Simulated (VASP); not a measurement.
OSZICAR of a VASP run on KF (rock salt):

OSZICAR:
```
       N       E                     dE             d eps       ncg     rms          rms(c)
DAV:   1    -0.998510066073E+01   -0.99851E+01   -0.81203E-02   428   0.349E+00    0.843E-01
DAV:   2    -0.997740952685E+01    0.76911E-02   -0.21296E-02   468   0.137E+00    0.276E-01
DAV:   3    -0.997742966351E+01   -0.20137E-04   -0.48222E-03   448   0.565E-01    0.141E-01
DAV:   4    -0.997735395509E+01    0.75708E-04   -0.19725E-04   516   0.146E-01    0.750E-02
DAV:   5    -0.997730186143E+01    0.52094E-04   -0.13848E-04   480   0.107E-01    0.358E-02
DAV:   6    -0.997729103578E+01    0.10826E-04   -0.62193E-06   504   0.287E-02    0.208E-02
DAV:   7    -0.997728592863E+01    0.51071E-05   -0.21429E-06   464   0.143E-02    0.125E-02
DAV:   8    -0.997728446522E+01    0.14634E-05   -0.72963E-07   296   0.957E-03    0.765E-03
DAV:   9    -0.997728397147E+01    0.49375E-06   -0.34274E-07   244   0.640E-03
   1 F= -.99772840E+01 E0= -.99772840E+01  d E =-.183083E-20
       N       E                     dE             ncg
```

Question: Which electronic solver shows in the log?

Answer: It is blocked Davidson (ALGO = Normal, or the opening steps of other solvers). The INCAR had ALGO = Normal.

Question: Can the final energy be trusted as converged?

Answer: The run converged. It stopped with EDIFF = 1E-6, NELM = 60 (B3LYP hybrid, plane waves, VASP's PBE PAW potentials (set 64)).

The compound is KF in the rock salt structure. It was relaxed first. The cell's shape comes from a PBE relaxation.
